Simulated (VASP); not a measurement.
Computed with r2SCAN meta-GGA, VASP's PBE PAW potentials (set 64) (plane waves; VASP).

Input for VASP

### INCAR
```
SYSTEM=Mo
PREC=Accurate; ENCUT=400; LREAL=.FALSE.
LASPH=.TRUE.
EDIFF=1E-6; NELM=100; ALGO=Normal
LMAXMIX=4; LMIXTAU=.TRUE.
ISMEAR=1; SIGMA=0.1
METAGGA=R2SCAN
IBRION=2; NSW=60; ISIF=3
EDIFFG=-0.01
LWAVE=.FALSE.; LCHARG=.FALSE.
```

File KPOINTS:
```
kpoints
0
G
 10 10 10
0 0 0
```

File POSCAR:
```
Mo
1
    0.0000000000     2.8283020000     2.8283020000
    2.8283020000     0.0000000000     2.8283020000
    2.8283020000     2.8283020000     0.0000000000
Mo
2
Direct
  0.7500000000   0.7500000000   0.7500000000
  0.5000000000   0.5000000000   0.5000000000
```

POTCAR, in this order: Mo_sv (PBE.64 set). Program: vasp_std.

The run wrote:

File OUTCAR:
```
 ion  position               nearest neighbor table
   1  0.750  0.750  0.750-   2 2.45   2 2.45   2 2.45   2 2.45
   2  0.500  0.500  0.500-   1 2.45   1 2.45   1 2.45   1 2.45
  LATTYP: Found a face centered cubic cell.
 ALAT       =     5.6566040000
 Subroutine PRICEL returns:
 Original cell was already a primitive cell.
 Subroutine GETGRP returns: Found 48 space group operations
The static configuration has the point symmetry T_d .
 The point group associated with its full space group is O_h .
The dynamic configuration has the point symmetry T_d .
 Subroutine INISYM returns: Found 48 space group operations
 Subroutine IBZKPT returns following result:
 Found     47 irreducible k-points:

 Following reciprocal coordinates:
            Coordinates               Weight
  0.000000  0.000000  0.000000      1.000000
  0.100000  0.000000  0.000000      8.000000
  0.200000  0.000000  0.000000      8.000000
  0.300000  0.000000  0.000000      8.000000
  0.400000  0.000000  0.000000      8.000000
  0.500000  0.000000  0.000000      4.000000
  0.100000  0.100000  0.000000      6.000000
  0.200000  0.100000  0.000000     24.000000
  0.300000  0.100000  0.000000     24.000000
  0.400000  0.100000  0.000000     24.000000
  0.500000  0.100000  0.000000     24.000000
 -0.400000  0.100000  0.000000     24.000000
 -0.300000  0.100000  0.000000     24.000000
 -0.200000  0.100000  0.000000     24.000000
 -0.100000  0.100000  0.000000     12.000000
  0.200000  0.200000  0.000000      6.000000
  0.300000  0.200000  0.000000     24.000000
  0.400000  0.200000  0.000000     24.000000
  0.500000  0.200000  0.000000     24.000000
 -0.400000  0.200000  0.000000     24.000000
 -0.300000  0.200000  0.000000     24.000000
 -0.200000  0.200000  0.000000     12.000000
  0.300000  0.300000  0.000000      6.000000
...
```

OSZICAR:
```
       N       E                     dE             d eps       ncg     rms          rms(c)
DAV:   1     0.225288688778E+03    0.22529E+03   -0.17013E+04  1780   0.132E+03
DAV:   2    -0.519122861630E+02   -0.27720E+03   -0.27290E+03  1916   0.439E+02
DAV:   3    -0.593846223912E+02   -0.74723E+01   -0.71048E+01  2210   0.645E+01
DAV:   4    -0.594990423234E+02   -0.11442E+00   -0.11400E+00  1962   0.656E+00
DAV:   5    -0.595004749731E+02   -0.14326E-02   -0.14316E-02  1972   0.751E-01    0.179E+01
DAV:   6    -0.472862014703E+02    0.12214E+02   -0.54206E+00  1724   0.247E+01    0.275E+00
DAV:   7    -0.473254452572E+02   -0.39244E-01   -0.14102E+00  1718   0.848E+00    0.163E+00
DAV:   8    -0.471923561510E+02    0.13309E+00   -0.10746E+00  1704   0.694E+00    0.109E+00
DAV:   9    -0.474413417072E+02   -0.24899E+00   -0.11845E-01  1756   0.260E+00    0.235E-01
DAV:  10    -0.474593778595E+02   -0.18036E-01   -0.46301E-02  1770   0.111E+00    0.104E-01
DAV:  11    -0.474111571210E+02    0.48221E-01   -0.85675E-02  1712   0.161E+00    0.192E-01
DAV:  12    -0.474205404266E+02   -0.93833E-02   -0.50051E-03  1780   0.603E-01    0.201E-01
DAV:  13    -0.474695986651E+02   -0.49058E-01   -0.10968E-01  1724   0.155E+00    0.589E-02
DAV:  14    -0.474702183364E+02   -0.61967E-03   -0.18802E-03  1800   0.230E-01    0.302E-02
DAV:  15    -0.474703351491E+02   -0.11681E-03   -0.14148E-04  1830   0.781E-02    0.217E-02
DAV:  16    -0.474705039477E+02   -0.16880E-03   -0.26596E-04  1734   0.114E-01    0.615E-03
DAV:  17    -0.474705532177E+02   -0.49270E-04   -0.98161E-05  1762   0.804E-02    0.129E-02
DAV:  18    -0.474705550287E+02   -0.18110E-05   -0.34998E-06  1538   0.138E-02    0.100E-02
DAV:  19    -0.474705793641E+02   -0.24335E-04   -0.31238E-05  1784   0.323E-02    0.413E-03
DAV:  20    -0.474705835001E+02   -0.41359E-05   -0.39466E-06  1352   0.169E-02    0.338E-03
DAV:  21    -0.474705831047E+02    0.39536E-06   -0.55755E-07   888   0.498E-03
   1 F= -.47470583E+02 E0= -.47469822E+02  d E =-.474706E+02
       N       E                     dE             d eps       ncg     rms          rms(c)
DAV:   1    -0.474907295004E+02   -0.20146E-01   -0.51638E-01  1738   0.815E+00    0.142E+00
DAV:   2    -0.474702616399E+02    0.20468E-01   -0.70256E-02  1736   0.227E+00    0.206E-01
DAV:   3    -0.474701479112E+02    0.11373E-03   -0.38263E-03  2052   0.591E-01    0.169E-01
DAV:   4    -0.474695206333E+02    0.62728E-03   -0.19184E-03  1706   0.290E-01    0.656E-02
DAV:   5    -0.474702333376E+02   -0.71270E-03   -0.28728E-04  1720   0.113E-01    0.523E-02
DAV:   6    -0.474703312775E+02   -0.97940E-04   -0.29313E-04  1736   0.126E-01    0.475E-03
DAV:   7    -0.474703835212E+02   -0.52244E-04   -0.35089E-05  1724   0.342E-02    0.483E-03
DAV:   8    -0.474703938701E+02   -0.10349E-04   -0.97138E-06  1794   0.275E-02    0.303E-03
DAV:   9    -0.474703938897E+02   -0.19582E-07   -0.11250E-06  1116   0.824E-03
   2 F= -.47470394E+02 E0= -.47469513E+02  d E =0.189215E-03
       N       E                     dE             d eps       ncg     rms          rms(c)
DAV:   1    -0.474786725886E+02   -0.82787E-02   -0.20388E-01  1738   0.513E+00    0.864E-01
DAV:   2    -0.474706494813E+02    0.80231E-02   -0.27326E-02  1746   0.141E+00    0.129E-01
DAV:   3    -0.474706123567E+02    0.37125E-04   -0.15758E-03  2052   0.379E-01    0.988E-02
DAV:   4    -0.474703304116E+02    0.28195E-03   -0.77115E-04  1702   0.185E-01    0.381E-02
DAV:   5    -0.474706921100E+02   -0.36170E-03   -0.32309E-04  1700   0.121E-01    0.283E-02
DAV:   6    -0.474706783730E+02    0.13737E-04   -0.16280E-05  1784   0.320E-02    0.253E-03
DAV:   7    -0.474706931392E+02   -0.14766E-04   -0.11829E-05  1354   0.195E-02    0.202E-03
DAV:   8    -0.474706947595E+02   -0.16203E-05   -0.31912E-06  1314   0.168E-02    0.137E-03
DAV:   9    -0.474706955469E+02   -0.78735E-06   -0.37869E-07   862   0.491E-03
   3 F= -.47470696E+02 E0= -.47469887E+02  d E =-.112442E-03
```

**OUTCAR**
```
------------------------ aborting loop because EDIFF is reached ----------------------------------------
  FORCE on cell =-STRESS in cart. coord.  units (eV):
  Direction    XX          YY          ZZ          XY          YZ          ZX
  --------------------------------------------------------------------------------------
  Total        0.0000373      0.0000373      0.0000373      0.0000000      0.0000000     -0.0000000
  in kB        0.0013239      0.0013239      0.0013239      0.0000000      0.0000000     -0.0000000
  external PRESSURE =       0.0013239 kB  Pullay stress =       0.0000000 kB
  volume of cell :       45.13
      direct lattice vectors                 reciprocal lattice vectors
    -0.000000000  2.825826111  2.825826111    -0.176939408  0.176939408  0.176939408
     2.825826111 -0.000000000  2.825826111     0.176939408 -0.176939408  0.176939408
     2.825826111  2.825826111  0.000000000     0.176939408  0.176939408 -0.176939408
 POSITION                                       TOTAL-FORCE (eV/Angst)
 -----------------------------------------------------------------------------------
      4.23874      4.23874      4.23874        -0.000000      0.000000      0.000000
      2.82583      2.82583      2.82583         0.000000     -0.000000     -0.000000
 -----------------------------------------------------------------------------------
    total drift:                                0.000000      0.000000      0.000000
  FREE ENERGIE OF THE ION-ELECTRON SYSTEM (eV)
  ---------------------------------------------------
  free  energy   TOTEN  =       -47.4706955469 eV

  energy  without entropy=      -47.4682688550  energy(sigma->0) =      -47.46988665

 reached required accuracy - stopping structural energy minimisation
```
(Selected blocks of OUTCAR.)

CONTCAR:
```
Mo
   1.00000000000000
    -0.0000000000000000    2.8258261109069962    2.8258261109069962
     2.8258261109069962   -0.0000000000000000    2.8258261109069962
     2.8258261109069962    2.8258261109069962    0.0000000000000000
  Mo
     2
Direct
     0.7500000000000000    0.7500000000000000    0.7500000000000000
     0.5000000000000000    0.5000000000000000    0.5000000000000000
```

The structure was generated: Mo was put into the diamond type (Fd-3m), which need not be its known phase. This run relaxes it. Symmetry was kept, so distortions that lower it aren't found.
